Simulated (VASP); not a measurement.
# TiRuC2: structure and properties in VASP

Aim: relax TiRuC2, then compute properties on the relaxed cell. The steps: rough relaxation of the start cell, full relaxation (PBEsol + D4), density, ELF and potential (PBEsol + D4), bands along the symmetry lines (PBEsol + D4), total and projected DOS (PBEsol + D4), band structure (TB-mBJ), core-level energies (PBEsol + D4) and field gradients at the nuclei (PBEsol + D4). The cell is invented: it takes the structure of a Materials Project entry for ZrTiC2 (space group 166 there), with some of its atoms replaced by other elements, volume scaled by an estimate. It may not be a known or stable phase. Left out of this account: at least 1 further run (relaxation: not told here). The atoms of the start are displaced at random from the sites of a R-3m cell.

Program: VASP 6.6.1. Level of theory: PBEsol with D4; plane waves and PAW (Ru_pv, Ti_sv, C). Results are calculated unless marked as measured.

Report form: the programs' logs are mostly left out.

## 1. Set-up

Before any relaxation, the start is as follows. It takes space group P1 (No. 1, triclinic). Conventional cell: a = 3.078 Å, b = 3.078 Å, c = 5.294 Å, α = 73.10°, β = 73.10°, γ = 60.00°. Nearest to Ru lie 6 C at 2.20 to 2.24 Å. Nearest to Ti lie 6 C at 2.09 to 2.14 Å. Nearest to C lie 3 Ti at 2.09 to 2.14 Å and 3 Ru at 2.21 to 2.24 Å. Nearest to C lie 3 Ti at 2.12 to 2.14 Å and 3 Ru at 2.20 to 2.23 Å. It derives from ZrTiC2. It takes the structure of a Materials Project entry for ZrTiC2 (space group 166 there), with some of its atoms replaced by other elements, volume scaled by an estimate. Farther neighbours are not listed.

## 2. Rough relaxation of the start cell

The start is only an estimate, so a cheap relaxation brings it near a minimum before any careful run. PBEsol restores the gradient expansion of exchange and is tuned for the cells of solids. A dispersion term adds the long-range attraction that semilocal functionals lack. D4 lets the coefficients depend on atomic charges too.

Contents of INCAR:

```
SYSTEM = TiRuC2
PREC = Normal
ENCUT = 520
EDIFF = 1E-05
NELM = 60
ISMEAR = 0
SIGMA = 0.05
LREAL = .FALSE.
ALGO = Fast
GGA = PS
IVDW = 13
NBANDS = 23
LASPH = .TRUE.
LORBIT = 11
LWAVE = .FALSE.
LCHARG = .FALSE.
KPAR = 2
IBRION = 2
NSW = 40
ISIF = 3
EDIFFG = -0.04
```

Contents of POSCAR:

```
TiRuC2
1.0
    1.5391410000      0.8886230000      4.9863790000
   -1.5391410000      0.8886230000      4.9863790000
    0.0000000000     -1.7772460000      4.9863790000
Ru Ti C
1 1 2
Direct
    0.0007070000     -0.0019520000      0.0011140000
    0.5035440000      0.5008730000      0.4970180000
    0.2383110000      0.2418860000      0.2505080000
    0.7619870000      0.7547900000      0.7481540000
```

Contents of KPOINTS:

```
Automatic mesh
0
Gamma
6 6 6
0 0 0
```

PAW data sets: Ru_pv, Ti_sv and C (PBE family, release 64).

Run with:

```console
> mpirun -np 2 vasp_std
```

The job ended after 5.9 min (2 MPI ranks of Intel Xeon Platinum 8488C (Sapphire Rapids), shared host; peak memory 0.51 GiB).

The k-mesh is coarse for a metal. This relaxation is a rough one on cheap settings, only to bring the start near its minimum. The PAW data sets were made with PBE, which is usual practice but a small mismatch for other functionals. Dispersion corrections of this kind ignore metallic screening and tend to overbind metals.

Relaxation path:

```csv
step,energy less that of the first step (eV),largest force (eV/Å),pressure (GPa),volume (Å³)
1,0.0000,1.8305,-17.29,40.92
2,-0.0064,0.2361,40.11,34.71
3,-0.3225,1.2033,7.25,37.58
4,-0.4312,0.1025,2.06,38.22
5,-0.4317,0.1858,1.80,38.26
6,-0.4319,0.1040,-3.09,38.79
7,-0.4349,0.0480,-0.76,38.53
8,-0.4357,0.0464,0.08,38.41
9,-0.4357,0.0372,0.14,38.42
```

```csv
cell as run,before,after,change
a (Å),5.294,4.997,-5.6 %
b (Å),5.294,4.997,-5.6 %
c (Å),5.294,4.996,-5.6 %
α (°),33.81,35.96,+6.4 %
β (°),33.81,35.93,+6.3 %
γ (°),33.81,35.90,+6.2 %
volume (Å³/atom),10.23,9.60,-6.1 %
```

The atoms that moved most (Å, as changes of fractional coordinates times the final cell):

```csv
atom,dx,dy,dz,length
C3,0.009,0.019,0.108,0.110
C4,-0.007,-0.016,-0.103,0.104
Ti2,-0.001,-0.006,-0.008,0.010
```

Final coordinates:

```
Ru Ti C
1.0
     1.54028    0.89139    4.66962
    -1.53949    0.89280    4.66924
     0.00161   -1.77960    4.66880
Ru Ti C
1 1 2
Direct
  0.00123 0.99888 0.00027
  0.50160 0.49949 0.49872
  0.25239 0.25044 0.25105
  0.74933 0.74679 0.74675
```

This step gave:

```yaml
electrons: 34
bands: 23
irreducible_k_points: 112
symmetry_operations: 1
free_energy_toten: -38.93 eV
energy_at_zero_smearing: -38.92 eV
fermi_energy: 11.47 eV
pressure: 0.1443 GPa
metallic_judged_on_the_points_sampled: yes
scf_cycles_over_all_ionic_steps: 109
```

It ends with a largest force of 0.037 eV/Å and a pressure of 0.14 GPa.

## 3. Full relaxation (PBEsol + D4)

Properties are meant for the cell that this level of theory prefers, so cell and atoms are relaxed first (ISIF = 3) until forces and stress are small; EDIFFG sets the threshold.

Contents of INCAR:

```
SYSTEM = TiRuC2
PREC = Accurate
ENCUT = 520
EDIFF = 1E-06
NELM = 100
ISMEAR = 0
SIGMA = 0.05
LREAL = .FALSE.
ALGO = Normal
GGA = PS
IVDW = 13
NBANDS = 23
LASPH = .TRUE.
LORBIT = 11
LWAVE = .FALSE.
LCHARG = .FALSE.
KPAR = 2
IBRION = 2
NSW = 60
ISIF = 3
EDIFFG = -0.01
```

Contents of POSCAR:

```
TiRuC2
1.0
    1.5405639500      0.8894450100      4.6692202000
   -1.5405639500      0.8894450100      4.6692202000
    0.0000000000     -1.7788900200      4.6692202000
Ru Ti C
1 1 2
Direct
    0.9997295430      0.9997295430      0.9997295430
    0.4999204210      0.4999204210      0.4999204210
    0.7485627290      0.7485627290      0.7485627290
    0.2522302940      0.2522302940      0.2522302940
```

Contents of KPOINTS:

```
Automatic mesh
0
Gamma
7 7 7
0 0 0
```

The cell reached was symmetrised within 0.01 Å before this step, which raises the operations from 1 to 6, which the run then keeps.

Run with:

```console
> mpirun -np 2 vasp_std
```

Wall time 2 min (2 MPI ranks); peak memory 0.52 GiB; 3.9 min of CPU time.

The run keeps the 6 symmetry operations of its start, so it cannot find a distortion of lower symmetry.

The steps of the relaxation:

```csv
step,energy less that of the first step (eV),largest force (eV/Å),pressure (GPa),volume (Å³)
1,0.0000,0.1737,0.39,38.39
2,-0.0031,0.0373,-0.76,38.52
3,-0.0031,0.0166,-0.92,38.54
4,-0.0028,0.0256,1.30,38.27
5,-0.0036,0.0092,0.04,38.42
```

```csv
"conventional cell, symmetrised",before,after,change
a (Å),3.081,3.072,-0.3 %
b (Å),3.081,3.072,-0.3 %
c (Å),14.008,14.100,+0.7 %
volume (Å³/atom),9.60,9.60,+0.1 %
```

The atoms that moved most (Å, as changes of fractional coordinates times the final cell):

```csv
atom,dx,dy,dz,length
C4,0.000,0.000,-0.011,0.011
C3,0.000,0.000,0.010,0.010
```

The relaxed structure:

```cif
data_structure
_symmetry_space_group_name_H-M 'P 1'
_symmetry_Int_Tables_number 1
_cell_length_a 5.0235
_cell_length_b 5.0235
_cell_length_c 5.0235
_cell_angle_alpha 35.612
_cell_angle_beta 35.612
_cell_angle_gamma 35.612
_cell_volume 38.42
loop_
_atom_site_label
_atom_site_type_symbol
_atom_site_fract_x
_atom_site_fract_y
_atom_site_fract_z
_atom_site_occupancy
Ru1 Ru 0.99976 0.99976 0.99976 1
Ti2 Ti 0.50000 0.50000 0.50000 1
C3 C 0.74926 0.74926 0.74926 1
C4 C 0.25142 0.25142 0.25142 1
```

Numbers from this step:

* irreducible k-points: 44
* symmetry operations: 6
* free energy (TOTEN): -38.89 eV
* energy at zero smearing: -38.89 eV
* pressure: 0.03511 GPa
* SCF cycles over all ionic steps: 46

It ends with a largest force of 0.009 eV/Å and a pressure of 0.04 GPa.

## 4. Density, ELF and potential (PBEsol + D4)

A single point on the relaxed cell gives a clean self-consistent state, with density, ELF and potential written out.

Changes to INCAR since step 3:

```diff
@@ -15,7 +15,5 @@
 LWAVE = .FALSE.
-LCHARG = .FALSE.
-KPAR = 2
-IBRION = 2
-NSW = 60
-ISIF = 3
-EDIFFG = -0.01
+LCHARG = .TRUE.
+ISIF = 2
+LELF = .TRUE.
+LVHAR = .TRUE.
```

Contents of POSCAR:

```
TiRuC2
1.0
    1.5361499698      0.8868965974      4.6999418066
   -1.5361499698      0.8868965974      4.6999418066
    0.0000000000     -1.7737931947      4.6999418066
Ru Ti C
1 1 2
Direct
    0.9997592224      0.9997592224      0.9997592224
    0.4999985729      0.4999985729      0.4999985729
    0.7492614186      0.7492614186      0.7492614186
    0.2514237731      0.2514237731      0.2514237731
```

KPOINTS is that of step 3.

Run with:

```console
> mpirun -np 2 vasp_std
```

Run time: 36 s. Hardware: 2 MPI ranks; peak memory 0.39 GiB.

This step gave:

- SCF cycles: 14
- bands: 24
- pressure: -0.04855 GPa

Valence electrons inside each PAW sphere by angular momentum. Sphere charges, by row:

```csv
atom,s (e),p (e),d (e),tot (e)
Ru1,0.35,6.386,6.077,12.81
Ti2,2.192,6.249,2.047,10.49
C3,0.882,1.495,0,2.377
C4,0.882,1.496,0,2.378
```

Valence density in the ac plane at fractional y = 0.251, with atoms of C within 0.2 Å of it. It is the smooth field of the valence electrons, not physical close to the nuclei.

Ten even steps from '_' (0.2 e/Å³) to '@' (2.7 e/Å³), each cell a mean:
```
..__________........--%%@@==
==..________..______..==@@@@
**::________::::______..==%%
==--..______::++--..____..::
..::..______..++%%==..____..
......________..++##--..__..
::--::..________..--==::....
::====::..__________....__..
..==++++--..________________
__::==++==--..______________
____::==++++--........______
______..--====::..::--::..__
________..::::::..::++**--..
```
Columns run along a (5.0 Å), rows up along c (5.0 Å). Atoms in or near the plane, at fractional coordinates: C at (0.25, 0.25).

ELF in the ac plane at fractional y = 0.251, with atoms of C within 0.2 Å of it. It is the smooth field of the valence electrons, not physical close to the nuclei.

Ten even steps from '_' (0.08) to '@' (0.77), each cell a mean:
```
::::..__..--**%%**----++==::
--::::______..::==--::==++==
==--::..____....__..::::==++
----::::..__::--::____::::::
::::::........--==--__..==--
##++::..........--==::..==##
@@@@##==..__......::::..::##
@@%%##%%++::__....__......++
%%@@----##**::......______::
==@@##__::##**....::::..____
..**@@##::++%%==::::::::..__
....++@@@@%%@@##------::::::
::....--##@@@@@@++::====::::
```
Columns run along a (5.0 Å), rows up along c (5.0 Å). Atoms in or near the plane, at fractional coordinates: C at (0.25, 0.25).

Electrostatic potential energy in the ac plane at fractional y = 0.251, with atoms of C within 0.2 Å of it. With pseudopotentials it is smooth inside the atoms' cores, unlike the true potential.

Values in eV, 13 rows by 14 columns, each cell a mean:
```
 -9  -1   0  -1  -2  -3  -4  -4  -2  -7 -25 -40 -41 -29
-27  -8  -1  -1  -4  -8  -8  -4  -2  -1  -9 -28 -42 -42
-36 -20  -5  -1  -3 -12 -22 -20  -9  -2  -1  -9 -27 -38
-29 -24 -10  -2  -2  -8 -23 -34 -29 -13  -3  -1  -6 -20
-11 -15 -10  -3  -1  -2 -12 -31 -39 -32 -14  -3  -1  -3
 -4  -5  -4  -1   0   0  -3 -14 -31 -38 -29 -11  -3  -3
 -9 -14  -8  -2   0   1   0  -3 -12 -25 -30 -20  -6  -4
-12 -37 -37 -18  -3   1   1   0  -2  -7 -15 -17  -8  -4
 -5 -29 -40 -35 -25  -3   1   1   0  -1  -3  -6  -5  -3
 -1  -7 -33 -19 -29 -25  -3  -1  -1  -1  -1  -1  -2  -2
  1   0  -8 -32 -36 -42 -17  -3  -5  -9  -6  -2   0   0
  1   1   0  -6 -25 -39 -28  -6  -7 -19 -23 -16  -5   0
  0   1   1   0  -3  -9 -12  -6  -5 -17 -32 -35 -25  -8
```
Columns run along a (5.0 Å; values clipped at the 3rd and 97th percentile), rows up along c (5.0 Å). Atoms in or near the plane, at fractional coordinates: C at (0.25, 0.25).

In this run the pressure is -0.05 GPa, small enough to go on; single stress components reach 0.06 GPa.

## 5. Bands along the symmetry lines (PBEsol + D4)

The mesh alone shows little of the dispersion and can miss band extrema, so KPOINTS_OPT adds a path through the symmetry points after the self-consistent cycle.

Contents of INCAR:

```
SYSTEM = TiRuC2
PREC = Accurate
ENCUT = 520
EDIFF = 1E-06
NELM = 100
ISMEAR = 0
SIGMA = 0.05
LREAL = .FALSE.
ALGO = Normal
GGA = PS
IVDW = 13
NBANDS = 31
LASPH = .TRUE.
LORBIT = 11
LWAVE = .FALSE.
LCHARG = .FALSE.
KPAR = 2
```

POSCAR is that of step 4.

KPOINTS is that of step 4.

Contents of KPOINTS_OPT:

```
Line mode
16
Line-mode
Reciprocal
  0.00000000   0.00000000   0.00000000 GAMMA
  0.50000000   0.00000000   0.00000000 L

  0.50000000   0.00000000   0.00000000 L
  0.50000000   0.19040607  -0.19040607 B1

  0.80959393   0.50000000   0.19040607 B
  0.50000000   0.50000000   0.50000000 Z

  0.50000000   0.50000000   0.50000000 Z
  0.00000000   0.00000000   0.00000000 GAMMA

  0.00000000   0.00000000   0.00000000 GAMMA
  0.34520303   0.00000000  -0.34520303 X

  0.65479697   0.34520303   0.00000000 Q
  0.50000000   0.50000000   0.00000000 F

  0.50000000   0.50000000   0.00000000 F
  0.65479697   0.65479697   0.19040607 P1

  0.65479697   0.65479697   0.19040607 P1
  0.50000000   0.50000000   0.50000000 Z

  0.50000000   0.00000000   0.00000000 L
  0.80959393   0.34520303   0.34520303 P
```

Run with:

```console
> mpirun -np 2 vasp_std
```

The job ended after 1.9 min (2 MPI ranks; peak memory 0.51 GiB).

Within 0.02 Å the cell has space group R-3m; at a tight tolerance a small distortion makes it R3m. Spin-orbit coupling is off here; it would split degenerate levels.

Numbers from this step:

```
bands    : 31
pressure : -0.006609 GPa
```

Electronic bands along the path, in eV, zero at the Fermi level; # counts the bands kept in this run:

```csv
point,#5,#6,#7,#8,#9,#10,#11,#12
Γ,-2.55,-1.38,-0.15,-0.15,0.39,0.39,0.95,1.83
0.47 of the way,-3.24,-2.96,-1.32,-0.35,0.89,1.38,1.82,2.83
L,-4.00,-3.16,-1.11,-0.56,0.69,0.91,2.58,3.09
0.47 of the way,-4.17,-3.94,-0.81,-0.19,0.81,1.56,2.74,2.96
B1,-3.95,-3.57,-1.16,0.05,0.15,1.94,2.84,2.89
jump to B,-3.95,-3.57,-1.16,0.05,0.15,1.94,2.84,2.89
0.47 of the way,-4.39,-2.52,-1.86,-0.57,0.75,1.44,2.23,2.97
Z,-2.92,-2.92,-2.11,-2.11,0.85,1.02,1.02,1.80
0.47 of the way,-2.40,-2.29,-1.98,-1.98,0.88,1.39,1.39,2.30
Γ,-2.55,-1.38,-0.15,-0.15,0.39,0.39,0.95,1.83
0.47 of the way,-4.03,-3.19,-1.28,-0.09,0.83,1.65,2.20,2.42
X,-4.10,-3.58,-1.14,0.08,0.29,1.92,2.82,2.99
jump to Q,-4.10,-3.58,-1.14,0.08,0.29,1.92,2.82,2.99
0.47 of the way,-4.24,-2.36,-1.36,-0.21,-0.05,2.07,2.74,2.95
F,-3.94,-1.47,-0.81,-0.65,0.06,1.10,2.11,2.73
0.47 of the way,-3.93,-1.56,-0.89,-0.65,0.12,1.19,2.08,2.73
P1,-3.89,-1.84,-1.08,-0.64,0.29,1.45,1.98,2.75
0.53 of the way,-3.25,-3.16,-1.64,-0.91,1.03,1.22,1.89,2.94
Z,-2.92,-2.92,-2.11,-2.11,0.85,1.02,1.02,1.80
jump to L,-4.00,-3.16,-1.11,-0.56,0.69,0.91,2.58,3.09
0.47 of the way,-3.96,-2.75,-1.16,-0.59,0.48,1.36,2.50,3.10
P,-3.89,-1.84,-1.08,-0.64,0.29,1.45,1.98,2.75
```

Of the projections kept (Ru, Ti, C), the largest for each band there, as a share of the weight inside these atoms' spheres; weight between the spheres isn't counted:

```csv
point,#5,#6,#7,#8,#9,#10,#11,#12
Γ,Ru 0.88,Ru 0.64,Ti 0.60,Ti 0.60,C 0.91,C 0.91,C 0.95,Ti 0.84
L,Ti 0.46,Ti 0.47,Ru 0.78,Ru 1.00,Ru 0.82,Ti 0.83,Ti 0.99,Ti 0.91
B1,Ru 0.42,C 0.38,Ru 0.85,Ru 0.57,Ru 0.75,Ti 0.86,Ti 0.75,Ti 0.75
B,Ru 0.42,C 0.38,Ru 0.85,Ru 0.57,Ru 0.75,Ti 0.86,Ti 0.75,Ti 0.75
Z,Ti 0.57,Ti 0.57,Ru 0.99,Ru 0.99,Ru 0.52,Ti 0.99,Ti 0.99,Ti 0.72
Γ,Ru 0.88,Ru 0.64,Ti 0.60,Ti 0.60,C 0.91,C 0.91,C 0.95,Ti 0.84
```

There is no gap at this level.

## 6. Total and projected DOS (PBEsol + D4)

Here the states are counted by energy and projected on the atoms. The mesh is finer than in the run before.

Changes to INCAR since step 5:

```diff
@@ -5,3 +5,3 @@
 NELM = 100
-ISMEAR = 0
+ISMEAR = -5
 SIGMA = 0.05
@@ -17 +17,2 @@
 KPAR = 2
+NEDOS = 2001
```

POSCAR is that of step 5.

Contents of KPOINTS:

```
Automatic mesh
0
Gamma
11 11 11
0 0 0
```

Run with:

```console
> mpirun -np 2 vasp_std
```

It took 2.5 min on 2 MPI ranks; peak memory 0.69 GiB; 4.9 min of CPU time.

Force components of up to 0.09 eV/Å appear here. Mesh or smearing differ from those of the relaxation, so its positions hold an error of that kind, and the forces of a metal with tetrahedra are inexact too. With tetrahedra the forces and stress of a metal are not exact derivatives of the energy.

Numbers from this step:

| Quantity | Value |
| --- | --- |
| SCF cycles | 17 |
| irreducible k-points | 146 |
| free energy (TOTEN) | -38.91 eV |
| Fermi energy | 11.48 eV |
| pressure | 0.004508 GPa |
| DOS at the Fermi level, one point of the energy grid | 1.851 states/eV/cell |

[end of part 1 of 2]

[Lines on the potential files, build, host, timing and source positions are cut from VASP's logs without a mark.]

[Logs are printed without paths, hosts, clocks, repeated set-up lines and the standing remarks that a program may print on its own settings, such as how far it seeks lower states.]

[Hosts, paths, dates, database ids (printed as entryN), source tags and the programs' standing remarks are cut or masked in the printed files.]

[A measured line is paired with the nearest computed mode of its activity, which favours agreement.]

[In band tables of VASP the shares of atoms and orbitals are scaled to a sum of 1 inside the atoms' spheres.]
